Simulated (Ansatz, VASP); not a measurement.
Two plane-wave programs on SiGe4W

File INCAR:

```
PREC     = Accurate       # precision mode
ENCUT    = 520            # plane-wave cutoff, eV
EDIFF    = 1E-6           # SCF threshold, eV
ISMEAR   = 0              # smearing method
SIGMA    = 0.1            # smearing width, eV
LREAL    = F              # projectors in reciprocal space
LASPH    = T              # aspherical terms in the spheres
NELM     = 60             # most SCF steps
ALGO     = Normal         # electronic algorithm
ISIF     = 2              # what is computed and relaxed
LWAVE    = F              # write WAVECAR
LCHARG   = T              # write CHGCAR
GGA      = PE             # functional
LELF     = T              # ELF
LVHAR    = T            
NBANDS   = 46             # bands
```

The input KPOINTS:

```
regular mesh
0
Gamma
  4 4 6
```

Contents of POSCAR:

```
SiGe4W
1.0
    3.8860206100     -3.9544543800      0.0000000000
    3.8860206100      3.9544543800      0.0000000000
    0.0000000000      0.0000000000      3.6199500700
Si Ge W
1 4 1
Direct
    0.5000000000      0.5000000000      0.5000000000
    0.1963616800      0.1963616800      0.5000000000
    0.8036383200      0.8036383200      0.5000000000
    0.3023024600      0.6976975400      0.0000000000
    0.6976975400      0.3023024600      0.0000000000
    0.0000000000      0.0000000000      0.0000000000
```

Input for Ansatz:

```yaml
crystal:
  lattice:
    - [3.88602061, -3.95445438, 0.0]
    - [3.88602061, 3.95445438, 0.0]
    - [0.0, 0.0, 3.61995007]
  atoms:
    - { symbol: Si, position: [0.5, 0.5, 0.5] }
    - { symbol: Ge, position: [0.19636168, 0.19636168, 0.5] }
    - { symbol: Ge, position: [0.80363832, 0.80363832, 0.5] }
    - { symbol: Ge, position: [0.30230246, 0.69769754, 0.0] }
    - { symbol: Ge, position: [0.69769754, 0.30230246, 0.0] }
    - { symbol: W, position: [0.0, 0.0, 0.0] }
basis:
  ecutwfc: 420
kpoints:
  mp_grid: { grid: [4, 4, 6] }
hamiltonian:
  xc: pbe
scf:
  occupations: { method: gaussian, width: 0.1 }
  lower_state_search: "off"
output:
  forces: true
  stress: true
  eigenvalues: true
```

Change from the starting cell: species swapped into the NbVO4 type (Cmmm, No. 65).

Alike in both runs: task single point; functional PBE; k mesh 4 × 4 × 6; occupations gaussian, width 0.1 eV; no spin polarisation.

```csv
,VASP,Ansatz
version,VASP 6.6.1,Ansatz 0.2.0
potentials or method,"VASP PAW PBE potentials, release 64 (Si, Ge_d, W_sv)","scalar-relativistic, plane waves, PAW"
plane-wave cutoff (eV),520,420
valence electrons in the cell,74,74
```

|  | VASP | Ansatz | Ansatz less VASP |
| --- | --- | --- | --- |
| gap on the k mesh at the Fermi level (eV) | none | none | - |
| pressure (GPa) | 20.3 | 20.2 | -0.04 |
| largest component of the traceless stress (GPa) | 2.71 | 2.70 | -0.013 |
| rms of the force components (eV/Å) | 0.781 | 0.769 | -0.0117 |

Atom by atom the forces differ by 0.014 eV/Å (rms over components). A gap of «none» marks a metal or a gap that the smearing closes. With one functional, cell and mesh, what is left measures potentials, basis and numerics.

Caveats: so large a pressure means that the cell lies far from this level's equilibrium, or that cutoff or potentials fall short (VASP); forces of over 1 eV/Å show positions far from the minimum, so gaps and moduli don't describe the material at rest. The runs have no spin-orbit coupling, so splittings on W are missing.
